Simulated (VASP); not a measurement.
Output of a VASP run:

OUTCAR:
```
 ion  position               nearest neighbor table
   1  1.000  1.000  1.000-   3 2.39   3 2.39   3 2.39   2 2.39   2 2.39   2 2.39
   2  0.413  0.413  0.413-   1 2.39   1 2.39   1 2.39
   3  0.253  0.253  0.253-   1 2.39   1 2.39   1 2.39
  LATTYP: Found a trigonal (rhomboedric) cell.
 ALAT       =     6.6926269018
 COS(alpha) =     0.8883224644
 Subroutine PRICEL returns:
 Original cell was already a primitive cell.
 Subroutine GETGRP returns: Found  6 space group operations
The static configuration has the point symmetry C_3v.
The dynamic configuration has the point symmetry C_3v.
 Subroutine INISYM returns: Found  6 space group operations
 Subroutine IBZKPT returns following result:
 Found     10 irreducible k-points:

 Following reciprocal coordinates:
            Coordinates               Weight
  0.125000  0.125000  0.125000      2.000000
  0.375000  0.125000  0.125000      6.000000
 -0.375000  0.125000  0.125000      6.000000
 -0.125000  0.125000  0.125000      6.000000
  0.375000  0.375000  0.125000      6.000000
 -0.375000  0.375000  0.125000     12.000000
 -0.125000  0.375000  0.125000     12.000000
 -0.375000 -0.375000  0.125000      6.000000
  0.375000  0.375000  0.375000      2.000000
 -0.375000  0.375000  0.375000      6.000000
   k-points           NKPTS =     10   k-points in BZ     NKDIM =     10   number of bands    NBANDS=     17
   number of dos      NEDOS =    301   number of ions     NIONS =      3
   total plane-waves  NPLWV =  21952
   dimension x,y,z NGX =    28 NGY =   28 NGZ =   28
   dimension x,y,z NGXF=    56 NGYF=   56 NGZF=   56
   ions per type =               1   2
   PREC   = accura    normal or accurate (medium, high low for compatibility)
   ISTART =      0    job   : 0-new  1-cont  2-samecut
   ICHARG =      2    charge: 1-file 2-atom 10-const
   ISPIN  =      1    spin polarized calculation?
   LNONCOLLINEAR =      F non collinear calculations
   LSORBIT =      F    spin-orbit coupling
   INIWAV =      1    electr: 0-lowe 1-rand  2-diag
   ENCUT  =  150.0 eV  11.02 Ry    3.32 a.u.   6.68  6.68  6.68*2*pi/ulx,y,z
   NELM   =    100;   NELMIN=  2; NELMDL= -5     # of ELM steps
   EDIFF  = 0.1E-05   stopping-criterion for ELM
   LREAL  =      F    real-space projection
   NLSPLINE    = F    spline interpolate recip. space projectors
   LMAXMIX     =    4 max onsite mixed and CHGCAR
   VOSKOWN=      0    Vosko Wilk Nusair interpolation
   EDIFFG = 0.1E-04   stopping-criterion for IOM
   NSW    =      0    number of steps for IOM
   NBLOCK =      1;   KBLOCK =      1    inner block; outer block
   IBRION =     -1    ionic relax: 0-MD 1-quasi-New 2-CG
   NFREE  =      0    steps in history (QN), initial steepest desc. (CG)
   ISIF   =      2    stress and relaxation
   ISYM   =      2    0-nonsym 1-usesym 2-fastsym
   TEIN   =    0.0    initial temperature
   TEBEG  =    0.0;   TEEND  =   0.0 temperature during run
   SMASS  =  -3.00    Nose mass-parameter (am)
   PSTRESS=    0.0 pullay stress
   NELECT =      26.0000    total number of electrons
   EFERMI =   0.00;   METHOD = LEGACY
   ISMEAR =     0;   SIGMA  =   0.01  broadening in eV -4-tet -1-fermi 0-gaus
   IALGO  =     38    algorithm
   LDIAG  =      T    sub-space diagonalisation (order eigenvalues)
   IMIX   =      4    mixing-type and parameters
     AMIX     =   0.40;   BMIX     =  1.00
     AMIX_MAG =   1.60;   BMIX_MAG =  1.00
     AMIN     =   0.10
   GGA     = PE    functional components
   VOSKOWN =     0    Vosko Wilk Nusair interpolation
   LHFCALC =     F    Hartree Fock is set to
   LHFONE  =     F    Hartree Fock one center treatment
   AEXX    =    0.0000 exact exchange contribution
   IVDW    =     0    specifies the selected vdW correction
   LEPSILON=     F    determine dielectric tensor
   LRPA    =     F    only Hartree local field effects (RPA)
  energy-cutoff  :      150.00
  volume of cell :       55.78
      direct lattice vectors                 reciprocal lattice vectors
     1.581483000  0.913069000  6.438670000     0.316158947  0.182534580  0.051770526
...
```

### OSZICAR
```
       N       E                     dE             d eps       ncg     rms          rms(c)
DAV:   1     0.482337946185E+02    0.48234E+02   -0.76480E+03   444   0.581E+02
DAV:   2    -0.207800141355E+02   -0.69014E+02   -0.67380E+02   490   0.169E+02
DAV:   3    -0.221578775591E+02   -0.13779E+01   -0.13723E+01   389   0.219E+01
DAV:   4    -0.221679747849E+02   -0.10097E-01   -0.10079E-01   436   0.178E+00
DAV:   5    -0.221680429558E+02   -0.68171E-04   -0.68165E-04   405   0.132E-01    0.531E+01
DAV:   6    -0.196956710804E+02    0.24724E+01   -0.16156E+01   356   0.267E+01    0.229E+01
DAV:   7    -0.194536833597E+02    0.24199E+00   -0.64317E+00   364   0.123E+01    0.109E+01
DAV:   8    -0.191660795556E+02    0.28760E+00   -0.14898E+00   382   0.782E+00    0.278E+00
DAV:   9    -0.191715716484E+02   -0.54921E-02   -0.41690E-02   377   0.139E+00    0.133E+00
DAV:  10    -0.191697763948E+02    0.17953E-02   -0.16395E-02   360   0.899E-01    0.116E-01
DAV:  11    -0.191696873458E+02    0.89049E-04   -0.13519E-03   356   0.238E-01    0.127E-01
DAV:  12    -0.191696592021E+02    0.28144E-04   -0.11991E-04   395   0.605E-02    0.816E-02
DAV:  13    -0.191696664266E+02   -0.72245E-05   -0.32680E-05   363   0.390E-02    0.107E-02
DAV:  14    -0.191696670062E+02   -0.57966E-06   -0.20752E-06   337   0.757E-03
   1 F= -.19169667E+02 E0= -.19169667E+02  d E =-.198568E-38
```

**OUTCAR**
```
------------------------ aborting loop because EDIFF is reached ----------------------------------------
  FORCE on cell =-STRESS in cart. coord.  units (eV):
  Direction    XX          YY          ZZ          XY          YZ          ZX
  --------------------------------------------------------------------------------------
  Total      -53.5737153    -53.5736407    -52.8406798     -0.0000000      0.0000000      0.0000000
  in kB    -1538.6746712  -1538.6725285  -1517.6213760     -0.0000000      0.0000000      0.0000000
  external PRESSURE =   -1531.6561919 kB  Pullay stress =       0.0000000 kB
  volume of cell :       55.78
      direct lattice vectors                 reciprocal lattice vectors
     1.581483000  0.913069000  6.438670000     0.316158947  0.182534580  0.051770526
    -1.581483000  0.913069000  6.438670000    -0.316158947  0.182534580  0.051770526
     0.000000000 -1.826138000  6.438670000     0.000000000 -0.365069161  0.051770526
 POSITION                                       TOTAL-FORCE (eV/Angst)
 -----------------------------------------------------------------------------------
      0.00000      0.00000     19.31176         0.000000      0.000000      0.006226
      0.00000      0.00000      7.97630         0.000000      0.000000      0.169696
      0.00000      0.00000      4.89280         0.000000     -0.000000     -0.175922
 -----------------------------------------------------------------------------------
    total drift:                                0.000000     -0.000019      0.000896
  FREE ENERGIE OF THE ION-ELECTRON SYSTEM (eV)
  ---------------------------------------------------
  free  energy   TOTEN  =       -19.1696670062 eV

  energy  without entropy=      -19.1696670062  energy(sigma->0) =      -19.16966701
```
(Selected blocks of OUTCAR.)

POSCAR:
```
MoS2
1
    1.5814830000     0.9130690000     6.4386700000
   -1.5814830000     0.9130690000     6.4386700000
    0.0000000000    -1.8261380000     6.4386700000
Mo S
1 2
Direct
  0.9997800000   0.9997800000   0.9997800000
  0.4129370000   0.4129370000   0.4129370000
  0.2533030000   0.2533030000   0.2533030000
```

Question: Write an INCAR and KPOINTS that could have produced this output.

Answer: This is not unique; one that fits is the input of the run itself, PBE GGA, plane waves, VASP's PBE PAW potentials (set 64).

KPOINTS:
```
kpoints
0
Gamma
  4 4 4
0.5 0.5 0.5
```

### INCAR
```
ISIF=2   # forces and stress, cell fixed
LWAVE=.FALSE.
LMAXMIX=4   # l cut-off of mixed one-centre charges
LREAL=.FALSE.   # projection in real space or not
ALGO=Normal
LASPH=.TRUE.
PREC=Accurate
ISMEAR=0
SIGMA=0.01   # width (eV)
EDIFF=1E-6   # SCF stop (eV)
GGA=PE   # PBE
LCHARG=.FALSE.
NELM=100   # most electronic steps
SYSTEM=MoS2
ENCUT=150   # plane-wave cut-off (eV)
```

POTCAR, in this order: Mo_sv S (PBE.64 set). Program: vasp_std.

At this cut-off the stress carries a Pulay error, which pulls relaxed volumes low.

The structure comes from a computed database's MoS2 entry; how it stands against other phases isn't given here. The cell was not relaxed at this level. The k-mesh is coarse (spacing up to 0.58 per Å, 2π included), so the numbers may not be converged in it. The run is one of a series of settings (ENCUT = 150, KPOINTS 4×4×4 Γ-centred mesh shifted by (0.5, 0.5, 0.5) against the base run), some of them coarse on purpose.
